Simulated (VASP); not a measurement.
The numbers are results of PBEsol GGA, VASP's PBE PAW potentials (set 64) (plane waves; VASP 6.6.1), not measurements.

VASP ran on this input.

**POSCAR**
```
AuAl2
1
    0.0000000000     2.9969730378     2.9969730378
    2.9969730378     0.0000000000     2.9969730378
    2.9969730378     2.9969730378    -0.0000000000
Al Au
2 1
Direct
  0.2500000000   0.2500000000   0.2500000000
  0.7500000000   0.7500000000   0.7500000000
  0.0250252502   1.0250252502  -0.0250252502
```

### KPOINTS
```
Automatic mesh
0
gamma
  8 8 8
0 0 0
```

**INCAR**
```
SYSTEM = AuAl2
PREC = Accurate; ENCUT = 480; LREAL = .FALSE.
LASPH = .TRUE.
EDIFF = 1E-7; NELM = 100; ALGO = Normal
LMAXMIX = 6
ISMEAR = 1; SIGMA = 0.1
GGA = PS
ISIF = 2
LWAVE = .FALSE.; LCHARG = .FALSE.
```

POTCAR, in this order: Al Au (PBE.64 set). Program: vasp_std.

The run wrote:

OUTCAR:
```
 ion  position               nearest neighbor table
   1  0.250  0.250  0.250-   3 2.51   3 2.51   3 2.68   3 2.68   2 3.00   2 3.00   2 3.00   2 3.00
                             2 3.00   2 3.00
   2  0.750  0.750  0.750-   3 2.51   3 2.51   3 2.68   3 2.68   1 3.00   1 3.00   1 3.00   1 3.00
                             1 3.00   1 3.00
   3  0.025  0.025  0.975-   2 2.51   2 2.51   1 2.51   1 2.51   2 2.68   2 2.68   1 2.68   1 2.68
  LATTYP: Found a face centered cubic cell.
 ALAT       =     5.9939460756
 Subroutine PRICEL returns:
 Original cell was already a primitive cell.
 Subroutine GETGRP returns: Found  8 space group operations
The static configuration has the point symmetry C_4v.
The dynamic configuration has the point symmetry C_4v.
 Subroutine INISYM returns: Found  8 space group operations
 Subroutine IBZKPT returns following result:
 Found     59 irreducible k-points:

 Following reciprocal coordinates:
            Coordinates               Weight
  0.000000  0.000000  0.000000      1.000000
  0.125000  0.000000  0.000000      8.000000
  0.250000  0.000000  0.000000      8.000000
  0.375000  0.000000  0.000000      8.000000
  0.500000  0.000000  0.000000      4.000000
  0.125000  0.125000  0.000000      2.000000
...
```

File OSZICAR:
```
       N       E                     dE             d eps       ncg     rms          rms(c)
DAV:   1     0.551689540830E+02    0.55169E+02   -0.67284E+03  1448   0.109E+03
DAV:   2    -0.130076164699E+02   -0.68177E+02   -0.62912E+02  1616   0.196E+02
DAV:   3    -0.147749427053E+02   -0.17673E+01   -0.17554E+01  1756   0.313E+01
DAV:   4    -0.147889268335E+02   -0.13984E-01   -0.13980E-01  1660   0.334E+00
DAV:   5    -0.147891430474E+02   -0.21621E-03   -0.21621E-03  1792   0.435E-01    0.943E+00
DAV:   6    -0.135130493132E+02    0.12761E+01   -0.68926E+00  1600   0.294E+01    0.393E+00
DAV:   7    -0.134277784012E+02    0.85271E-01   -0.31024E-01  1532   0.663E+00    0.179E+00
DAV:   8    -0.133920606871E+02    0.35718E-01   -0.28450E-02  1640   0.125E+00    0.421E-01
DAV:   9    -0.133903278673E+02    0.17328E-02   -0.36061E-03  1672   0.697E-01    0.203E-01
DAV:  10    -0.133903748922E+02   -0.47025E-04   -0.23712E-04  1592   0.133E-01    0.396E-02
DAV:  11    -0.133903695133E+02    0.53789E-05   -0.15543E-05  1672   0.334E-02    0.118E-02
DAV:  12    -0.133903698925E+02   -0.37918E-06   -0.21798E-06  1604   0.110E-02    0.482E-03
DAV:  13    -0.133903697797E+02    0.11282E-06   -0.38001E-07  1600   0.638E-03    0.969E-04
DAV:  14    -0.133903697644E+02    0.15347E-07   -0.35649E-08   844   0.232E-03
   1 F= -.13390370E+02 E0= -.13390255E+02  d E =-.345563E-03
```

### OUTCAR
```
------------------------ aborting loop because EDIFF is reached ----------------------------------------
  FORCE on cell =-STRESS in cart. coord.  units (eV):
  Direction    XX          YY          ZZ          XY          YZ          ZX
  --------------------------------------------------------------------------------------
  Total        0.5161957      0.5161957      0.1220549      0.0000000      0.0000000      0.0000000
  in kB       15.3619546     15.3619546      3.6323475      0.0000000      0.0000000      0.0000000
  external PRESSURE =      11.4520856 kB  Pullay stress =       0.0000000 kB
  volume of cell :       53.84
      direct lattice vectors                 reciprocal lattice vectors
     0.000000000  2.996973038  2.996973038    -0.166835001  0.166835001  0.166835001
     2.996973038  0.000000000  2.996973038     0.166835001 -0.166835001  0.166835001
     2.996973038  2.996973038  0.000000000     0.166835001  0.166835001 -0.166835001
 POSITION                                       TOTAL-FORCE (eV/Angst)
 -----------------------------------------------------------------------------------
      1.49849      1.49849      1.49849         0.000000      0.000000      0.616451
      4.49546      4.49546      4.49546         0.000000      0.000000      0.616451
      2.99697      2.99697      0.15000         0.000000      0.000000     -1.232903
 -----------------------------------------------------------------------------------
    total drift:                               -0.000000     -0.000000      0.000065
  FREE ENERGIE OF THE ION-ELECTRON SYSTEM (eV)
  ---------------------------------------------------
  free  energy   TOTEN  =       -13.3903697644 eV

  energy  without entropy=      -13.3900242015  energy(sigma->0) =      -13.39025458
```
(Selected blocks of OUTCAR.)

The compound is AuAl2 in the fluorite structure. This cell was strained or had an atom moved on purpose. The electron count is odd and the run is not spin-polarised, which forces a metal.
